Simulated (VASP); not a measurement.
A convergence study with VASP on NaH (rock salt): one setting is varied, all else stays as given below, so the limit is that of these other settings. Each run relaxes cell and ions; the cell shown is the tightest run's result. The basis is that of the starting cell, so low cut-offs carry a Pulay error.

```
NaH
1.0
    0.00000     2.41660     2.41660
    2.41660     0.00000     2.41660
    2.41660     2.41660     0.00000
Na H
1 1
Direct
  0.00000   0.00000   0.00000
  0.50000   0.50000   0.50000
```

All values below come from PBE GGA, VASP's PBE PAW potentials (set 64) (plane waves; VASP 6.6.1). The tightest run used: 700 eV cut-off, 8×8×8 Γ-centred mesh, Gaussian smearing of 0.050 eV, potentials Na_pv H.

The reference is ENCUT = 700, which took about 20 core-seconds. Times come from single runs on busy shared machines, so they are rough: good to a factor of about 2.

**Question.** Of the settings ENCUT = 200; ENCUT = 250; ENCUT = 300; ENCUT = 350; ENCUT = 400; ENCUT = 450; ENCUT = 500; ENCUT = 550; ENCUT = 600; ENCUT = 650; ENCUT = 700, which is the lowest that keeps the difference from the reference in relaxed volume (Å³/atom) within 0.02 from there on, and what does it cost?

**Answer.** ENCUT = 550; its cost over the reference is within a factor of 2.
```tsv
setting	difference in relaxed volume (Å³/atom)	cost over the reference
ENCUT = 200	3.010	about 1/4
ENCUT = 250	1.117	about 1/3
ENCUT = 300	0.383	about 1/3
ENCUT = 350	0.318	about 1/2
ENCUT = 400	0.264	about 1/3
ENCUT = 450	0.135	about 1/3
ENCUT = 500	0.040	within a factor of 2
ENCUT = 550	0.007	within a factor of 2
ENCUT = 600	0.003	within a factor of 2
ENCUT = 650	0.004	within a factor of 2
ENCUT = 700	0.000	reference
```

Left out are rungs that failed or repeat a setting and relaxations that didn't move; long series are thinned to 24 rows.

The compound is NaH in the rock salt structure.
